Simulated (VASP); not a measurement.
Data:

```
CELL_PARAMETERS angstrom
      1.87501    -3.24761     0.00000
      1.87501     3.24761     0.00000
      0.00000     0.00000     6.51262
ATOMIC_POSITIONS crystal
  Zr 0.00000 0.00000 0.00000
  Se 0.33333 0.66667 0.24193
  Se 0.66667 0.33333 0.75807
```

Method: AM05 GGA, VASP's PBE PAW potentials (set 64) (plane waves; VASP). Settings: 520 eV cut-off, Gaussian smearing of 0.050 eV, potentials Zr_sv Se.

Without a dispersion term in the relaxation, distances and binding between the weakly bound layers, chains or molecules are unreliable, and so is what depends on them.

Give the energies of bands 7 to 15 at the high-symmetry points, in eV from the valence-band maximum.

```tsv
band	Γ	M	K	A	L	H
7	-4.66	-4.69	-3.72	-3.85	-4.74	-3.71
8	-2.63	-3.12	-3.62	-2.60	-3.55	-3.71
9	-2.63	-2.75	-3.62	-2.60	-2.68	-3.48
10	-0.35	-2.52	-2.35	-2.00	-2.62	-2.31
11	0.00	-2.04	-2.35	-0.10	-1.20	-2.14
12	0.00	-1.22	-1.91	-0.10	-1.03	-2.14
13	1.05	0.44	1.81	1.04	0.23	1.84
14	1.05	2.63	2.58	1.04	2.62	2.21
15	1.43	3.02	2.58	1.88	3.00	2.21
```

The gap is indirect, 0.23 eV, from the valence maximum at Γ to the conduction minimum at L.

The compound is ZrSe2 in the 1T layered structure. It was relaxed first.
